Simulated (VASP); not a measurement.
## HfPb with r2SCAN: from relaxation to properties

Aim: relax HfPb, then compute properties on the relaxed cell. The steps: relaxing cell and atoms (r2SCAN), second relaxation, density, ELF and potential (r2SCAN), band structure (r2SCAN), total and projected DOS (r2SCAN), vibrations at Γ (r2SCAN) and field gradients at the nuclei (r2SCAN). The cell is invented: it takes the structure of COD entry 9012004, Pb (space group 225 there), with some of its atoms replaced by other elements, volume scaled by an estimate. It may not be a known or stable phase.

Calculated with VASP 6.6.1; r2SCAN; plane waves and PAW (Pb_d, Hf_pv); invented cell.

### 1. Set-up

Before any relaxation, the start is as follows. The structure is tetragonal, space group P4/mmm (No. 123). Conventional cell: a = 3.351 Å, b = 3.351 Å, c = 4.739 Å, α = 90.00°, β = 90.00°, γ = 90.00°. Nearest to Pb lie 8 Hf at 3.35 Å and 4 Pb at 3.35 Å. Nearest to Hf lie 8 Pb at 3.35 Å and 4 Hf at 3.35 Å. It derives from Pb. it takes the structure of COD entry 9012004, Pb (space group 225 there), with some of its atoms replaced by other elements, volume scaled by an estimate. Farther neighbours are not listed.

Structure file:

```cif
data_structure
_symmetry_space_group_name_H-M 'P 1'
_symmetry_Int_Tables_number 1
_cell_length_a 3.3508
_cell_length_b 3.3508
_cell_length_c 4.7387
_cell_angle_alpha 90.000
_cell_angle_beta 90.000
_cell_angle_gamma 90.000
_cell_volume 53.21
loop_
_atom_site_label
_atom_site_type_symbol
_atom_site_fract_x
_atom_site_fract_y
_atom_site_fract_z
_atom_site_occupancy
Pb1 Pb 0.00000 0.00000 0.00000 1
Hf2 Hf 0.50000 0.50000 0.50000 1
```

### 2. Relaxing cell and atoms (r2SCAN)

Properties are meant for the cell that this level of theory prefers, so cell and atoms are relaxed first (ISIF = 3) until forces and stress are small; EDIFFG sets the threshold. r2SCAN adds the kinetic-energy density, costs more than a GGA and is run with LASPH.

The input, INCAR:

```
SYSTEM = HfPb
PREC = Accurate
ENCUT = 400
EDIFF = 1E-06
NELM = 100
ISMEAR = 0
SIGMA = 0.05
LREAL = .FALSE.
ALGO = Normal
METAGGA = R2SCAN
LASPH = .TRUE.
LORBIT = 11
LWAVE = .FALSE.
LCHARG = .FALSE.
IBRION = 2
NSW = 60
ISIF = 3
EDIFFG = -0.01
```

The input, POSCAR:

```
HfPb
1.0
    3.3508010000      0.0000000000      0.0000000000
    0.0000000000      3.3508010000      0.0000000000
    0.0000000000      0.0000000000      4.7387480000
Pb Hf
1 1
Direct
    0.0000000000      0.0000000000      0.0000000000
    0.5000000000      0.5000000000      0.5000000000
```

The input, KPOINTS:

```
Automatic mesh
0
Gamma
8 8 6
0 0 0
```

PAW data sets: Pb_d and Hf_pv (PBE family, release 64).

Command:

```console
$ mpirun -np 1 vasp_std
```

Log:

```text
[banner, memory and clock lines left out]
running    1 mpi-ranks, on    1 nodes
 distrk:  each k-point on    1 cores,    1 groups
 distr:  one band on    1 cores,    1 groups

 POSCAR found type information on POSCAR PbHf
 POSCAR found :  2 types and       2 ions
|                                                                             |
|               ----> ADVICE to this user running VASP <----                  |
|                                                                             |
|     You enforced a specific xc type in the INCAR file but a different       |
|     [... a line on the potential file left out ...]
|     I HOPE YOU KNOW WHAT YOU ARE DOING!                                     |
|                                                                             |

 LDA part: xc-table for (None), standard interpolation
 POSCAR, INCAR and KPOINTS ok, starting setup
 FFT: planning ... GRIDC
 FFT: planning ... GRID_SOFT
 FFT: planning ... GRID
 WAVECAR not read
 entering main loop
       N       E                     dE             d eps       ncg     rms          rms(c)
DAV:   1     0.593973639888E+02    0.59397E+02   -0.11601E+04  1928   0.138E+03
DAV:   2    -0.986634802403E+02   -0.15806E+03   -0.15587E+03  1976   0.360E+02
DAV:   3    -0.107576027759E+03   -0.89125E+01   -0.88172E+01  2760   0.824E+01
DAV:   4    -0.107730980746E+03   -0.15495E+00   -0.15492E+00  2232   0.131E+01
DAV:   5    -0.107736934108E+03   -0.59534E-02   -0.59533E-02  2896   0.228E+00    0.296E+01
DAV:   6    -0.100976125020E+03    0.67608E+01   -0.29885E+00  2376   0.234E+01    0.175E+01
DAV:   7    -0.101044677446E+03   -0.68552E-01   -0.62140E-01  2648   0.467E+00    0.467E+00
DAV:   8    -0.101044946582E+03   -0.26914E-03   -0.94643E-02  2544   0.218E+00    0.100E+00
DAV:   9    -0.101043152696E+03    0.17939E-02   -0.62191E-03  2112   0.559E-01    0.334E-01
DAV:  10    -0.101043375112E+03   -0.22242E-03   -0.12220E-03  2440   0.242E-01    0.157E-01
DAV:  11    -0.101043372791E+03    0.23215E-05   -0.30960E-05  2264   0.432E-02    0.373E-02
DAV:  12    -0.101043385383E+03   -0.12592E-04   -0.31631E-05  2216   0.496E-02    0.301E-02
DAV:  13    -0.101043385434E+03   -0.50994E-07   -0.10440E-06  1744   0.980E-03
   1 F= -.10104339E+03 E0= -.10104299E+03  d E =-.101043E+03
 curvature:   0.00 expect dE= 0.000E+00 dE for cont linesearch  0.000E+00
 trial: gam= 0.00000 g(F)=  0.000E+00 g(S)=  0.691E+00 ort = 0.000E+00 (trialstep = 0.100E+01)
 search vector abs. value=  0.691E+00
 bond charge predicted
       N       E                     dE             d eps       ncg     rms          rms(c)
DAV:   1    -0.113115080909E+03   -0.12072E+02   -0.30237E+02  2376   0.234E+02    0.291E+01
DAV:   2    -0.102334799171E+03    0.10780E+02   -0.29756E+01  2184   0.131E+02    0.717E+00
DAV:   3    -0.101146233145E+03    0.11886E+01   -0.49319E+00  2512   0.286E+01    0.245E+00
DAV:   4    -0.101108343623E+03    0.37890E-01   -0.33220E-01  2824   0.691E+00    0.191E+00
DAV:   5    -0.101116097996E+03   -0.77544E-02   -0.13529E-02  2672   0.141E+00    0.119E+00
DAV:   6    -0.101125663391E+03   -0.95654E-02   -0.24174E-02  2368   0.150E+00    0.244E-01
DAV:   7    -0.101125886914E+03   -0.22352E-03   -0.12928E-03  2536   0.351E-01    0.832E-02
DAV:   8    -0.101125863706E+03    0.23208E-04   -0.85667E-05  2424   0.124E-01    0.693E-02
DAV:   9    -0.101125863782E+03   -0.76142E-07   -0.11445E-05  2808   0.415E-02    0.193E-02
DAV:  10    -0.101125864993E+03   -0.12112E-05   -0.81410E-07  1088   0.938E-03    0.109E-02
DAV:  11    -0.101125864890E+03    0.10310E-06   -0.16649E-07  1064   0.708E-03
   2 F= -.10112586E+03 E0= -.10112542E+03  d E =-.824795E-01
[... from here on, the cycles between the ionic steps are left out ...]
   3 F= -.10126230E+03 E0= -.10126138E+03  d E =-.218917E+00
   4 F= -.10126234E+03 E0= -.10126143E+03  d E =-.218952E+00
   5 F= -.10127734E+03 E0= -.10127664E+03  d E =-.150011E-01
   6 F= -.10128981E+03 E0= -.10128909E+03  d E =-.274704E-01
   7 F= -.10128986E+03 E0= -.10128917E+03  d E =-.275177E-01
   8 F= -.10128988E+03 E0= -.10128918E+03  d E =-.275405E-01
   9 F= -.10128931E+03 E0= -.10128859E+03  d E =0.564209E-03
 trial-energy change:    0.000564  1 .order    0.000482   -0.001640    0.002604
 step:   0.4538(harm=  0.4876)  dis= 0.00000  next Energy=  -101.290169 (dE=-0.291E-03)
 bond charge predicted
       N       E                     dE             d eps       ncg     rms          rms(c)
DAV:   1    -0.101302376403E+03   -0.13063E-01   -0.39012E-01  2408   0.105E+01    0.984E-01
DAV:   2    -0.101292039576E+03    0.10337E-01   -0.24405E-02  2384   0.266E+00    0.257E-01
DAV:   3    -0.101290238437E+03    0.18011E-02   -0.50395E-03  2496   0.107E+00    0.651E-02
DAV:   4    -0.101290152250E+03    0.86187E-04   -0.42036E-04  2672   0.278E-01    0.678E-02
DAV:   5    -0.101290161170E+03   -0.89202E-05   -0.29700E-05  2728   0.582E-02    0.164E-02
DAV:   6    -0.101290164647E+03   -0.34762E-05   -0.61116E-06  1552   0.164E-02    0.802E-03
DAV:   7    -0.101290163931E+03    0.71556E-06   -0.47968E-07   960   0.101E-02
  10 F= -.10129016E+03 E0= -.10128946E+03  d E =-.285982E-03
 curvature:  -0.24 expect dE=-0.486E-06 dE for cont linesearch -0.416E-06
 trial: gam=-0.03532 g(F)=  0.129E-65 g(S)=  0.199E-05 ort = 0.471E-04 (trialstep = 0.110E+01)
 search vector abs. value=  0.289E-06
 reached required accuracy - stopping structural energy minimisation
```

The job ended after 15 min (1 MPI rank of AMD EPYC 7R43, shared host; peak memory 0.17 GiB).

Lines that name or quote the potential files are left out of all logs, and their timing lines are given in words.

From OUTCAR (step 2):

```text
ion  position               nearest neighbor table
   1  0.000  0.000  0.000-   2 3.35   2 3.35   2 3.35   2 3.35   2 3.35   2 3.35   2 3.35   2 3.35

  LATTYP: Found a simple tetragonal cell.
 ALAT       =     3.3508010000
 C/A-ratio  =     1.4142134970

 Subroutine GETGRP returns: Found 16 space group operations
 (whereof 16 operations were pure point group operations)

The static configuration has the point symmetry D_4h.

 Found     60 irreducible k-points:

   k-points           NKPTS =     60   k-points in BZ     NKDIM =     60   number of bands    NBANDS=     16

   dimension x,y,z NGX =    24 NGY =   24 NGZ =   32
   dimension x,y,z NGXF=    48 NGYF=   48 NGZF=   64

   ENCUT  =  400.0 eV  29.40 Ry    5.42 a.u.   5.46  5.46  7.73*2*pi/ulx,y,z

   NELECT =      24.0000    total number of electrons

 k-points in reciprocal lattice and weights: Automatic mesh
   0.00000000  0.00000000  0.00000000       0.003
   0.12500000  0.00000000  0.00000000       0.010
   0.25000000  0.00000000  0.00000000       0.010
   0.37500000  0.00000000  0.00000000       0.010
   0.50000000  0.00000000  0.00000000       0.005
   0.12500000  0.12500000  0.00000000       0.010
   0.25000000  0.12500000  0.00000000       0.021
   0.37500000  0.12500000  0.00000000       0.021
   0.50000000  0.12500000  0.00000000       0.010
[...]
0.50000000  0.37500000  0.50000000       0.010
   0.50000000  0.50000000  0.50000000       0.003

 average (electrostatic) potential at core
       1 -95.6690       2 -41.0479

 E-fermi :   7.8801

 k-point     1 :       0.0000    0.0000    0.0000
  band No.  band energies     occupation
    ...
      8      -9.6698      2.00000
      9      -4.6872      2.00000
     10       5.5531      2.00000
     11       6.2915      2.00000
     12       6.4134      2.00000
     13      10.6181      0.00000
     14      10.6181      0.00000
     15      11.7102      0.00000
     16      11.7903      0.00000

 k-point     2 :       0.1250    0.0000    0.0000
  band No.  band energies     occupation
    ...
      8      -9.6927      2.00000
      9      -4.4252      2.00000
     10       5.7833      2.00000
     11       6.1148      2.00000
     12       6.3705      2.00000
     13       9.4286      0.00000
     14      10.6314      0.00000
     15      10.8307      0.00000
     16      10.8547      0.00000

 k-point     3 :       0.2500    0.0000    0.0000
  band No.  band energies     occupation
    ...
      8      -9.7084      2.00000
      9      -3.6534      2.00000
     10       5.0316      2.00000
     11       5.6983      2.00000
     12       6.2455      2.00000
     13       8.9396      0.00000
     14       9.9050      0.00000
     15      10.6639      0.00000
     16      11.6228      0.00000

  Total        0.0039521      0.0039521      0.0071705      0.0000000      0.0000000     -0.0000000
  in kB        0.1365007      0.1365007      0.2476597      0.0000000      0.0000000     -0.0000000
  external PRESSURE =       0.1735537 kB  Pullay stress =       0.0000000 kB

  energy-cutoff  :      400.00
  volume of cell :       46.39
      direct lattice vectors                 reciprocal lattice vectors
     3.289143627  0.000000000  0.000000000     0.304030506  0.000000000  0.000000000
     0.000000000  3.289143627 -0.000000000     0.000000000  0.304030506  0.000000000
     0.000000000 -0.000000000  4.287853895     0.000000000  0.000000000  0.233216902

 POSITION                                       TOTAL-FORCE (eV/Angst)
 -----------------------------------------------------------------------------------
      0.00000      0.00000      0.00000         0.000000     -0.000000      0.000000
      1.64457      1.64457      2.14393         0.000000      0.000000      0.000000
 -----------------------------------------------------------------------------------
    total drift:                                0.000000      0.000000     -0.000000

  FREE ENERGIE OF THE ION-ELECTRON SYSTEM (eV)
  ---------------------------------------------------
  free  energy   TOTEN  =      -101.2901639311 eV

  energy  without entropy=     -101.2887606600  energy(sigma->0) =     -101.28946230

 reached required accuracy - stopping structural energy minimisation

 total charge
# of ion       s       p       d       tot
------------------------------------------
    1        1.251   1.121   9.809  12.181
    2        0.320   6.276   1.548   8.144
--------------------------------------------------
tot          1.570   7.397  11.357  20.325

[... 3 further parts left out ...]
```

CONTCAR:

```
HfPb
   1.00000000000000
     3.2891436265490630    0.0000000000000000    0.0000000000000000
     0.0000000000000000    3.2891436265490630   -0.0000000000000000
     0.0000000000000000   -0.0000000000000000    4.2878538950347114
  Pb              Hf
     1     1
Direct
     0.0000000000000000    0.0000000000000000    0.0000000000000000
     0.5000000000000000    0.5000000000000000    0.5000000000000000
```

The k-mesh is coarse for a metal. Harder data sets than Hf_pv exist (the GW ones), and pressures, volumes and forces can shift noticeably with them. The PAW data sets were made with PBE, which is usual practice but a small mismatch for other functionals. After so large a change of volume the plane waves of the start cell no longer fit, so the final stress carries a basis-set error. The run keeps the 16 symmetry operations of its start, so it cannot find a distortion of lower symmetry.

Relaxation path:

```
step  energy less that of the first step (eV)  largest force (eV/Å)  pressure (GPa)  volume (Å³)
   1                                   0.0000                0.0000           -9.24        53.21
   2                                  -0.0825                0.0000           11.43        42.24
   3                                  -0.2189                0.0000            0.05        46.61
   4                                  -0.2190                0.0000            0.30        46.48
   5                                  -0.2340                0.0000            0.36        46.39
   6                                  -0.2464                0.0000            0.44        46.20
   7                                  -0.2465                0.0000            0.45        46.18
   8                                  -0.2465                0.0000            0.46        46.19
   9                                  -0.2459                0.0000           -0.73        46.75
  10                                  -0.2468                0.0000            0.02        46.39
```

```
conventional cell, symmetrised  before  after   change
                         a (Å)   3.351  3.289   -1.8 %
                         b (Å)   3.351  3.289   -1.8 %
                         c (Å)   4.739  4.288   -9.5 %
              volume (Å³/atom)   26.60  23.19  -12.8 %
```

Final coordinates:

```
Pb Hf
1.0
     3.28914    0.00000    0.00000
     0.00000    3.28914    0.00000
     0.00000    0.00000    4.28785
Pb Hf
1 1
Cartesian
  0.0000 0.0000 0.0000
  1.6446 1.6446 2.1439
```

Numbers from this step:

```
electrons                       : 24
bands                           : 16
irreducible k-points            : 60
symmetry operations             : 16
free energy (TOTEN)             : -101.2902 eV
energy at zero smearing         : -101.2895 eV
Fermi energy                    : 7.880 eV
pressure                        : 0.01736 GPa
metallic                        : yes
SCF cycles over all ionic steps : 78
```

It ends with forces that vanish by symmetry and a pressure of 0.02 GPa.

(Continued in part 2 of 3.)

[Lines on the potential files, build, host, timing and source positions are cut from VASP's logs without a mark.]

[Logs are printed without paths, hosts, clocks, repeated set-up lines and the standing remarks that a program may print on its own settings, such as how far it seeks lower states.]

[Hosts, paths, dates, database ids (printed as entryN), source tags and the programs' standing remarks are cut or masked in the printed files.]

[A measured line is paired with the nearest computed mode of its activity, which favours agreement.]
